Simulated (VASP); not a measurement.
Here is a VASP 6.6.1 calculation.

Contents of INCAR:

```
PREC     = Accurate       # precision mode
ENCUT    = 520            # plane-wave cutoff, eV
EDIFF    = 1E-7           # SCF threshold, eV
ISMEAR   = -1             # smearing method
SIGMA    = 0.05           # smearing width, eV
LREAL    = False          # projectors in reciprocal space
LASPH    = True           # aspherical terms in the spheres
NELM     = 80             # most SCF steps
ALGO     = Normal         # electronic algorithm
ISIF     = 2              # what is computed and relaxed
LWAVE    = False          # write WAVECAR
LCHARG   = False          # write CHGCAR
GGA      = PE             # functional
NBANDS   = 17             # bands
```

File KPOINTS:

```
regular mesh
0
Gamma
  8 8 8
```

File POSCAR:

```
NaNb
1.0
    0.0000000000      2.8634500000      2.8634500000
    2.8634500000      0.0000000000      2.8634500000
    2.8634500000      2.8634500000      0.0000000000
Na Nb
1 1
Direct
    0.0000000000      0.0000000000      0.0000000000
    0.5000000000      0.5000000000      0.5000000000
```

Potentials or basis: VASP PAW PBE potentials, release 64 (Na_pv, Nb_sv).

Run with:

```console
$ cat potpaw_PBE.64/Na_pv/POTCAR potpaw_PBE.64/Nb_sv/POTCAR > POTCAR
$ mpirun -np 1 vasp_std > vasp.out
```

(1) Estimate the band gap on the k mesh.

(2) Estimate the pressure.

Results:

(1) none (metal or under the smearing width).

(2) -2.4 GPa.
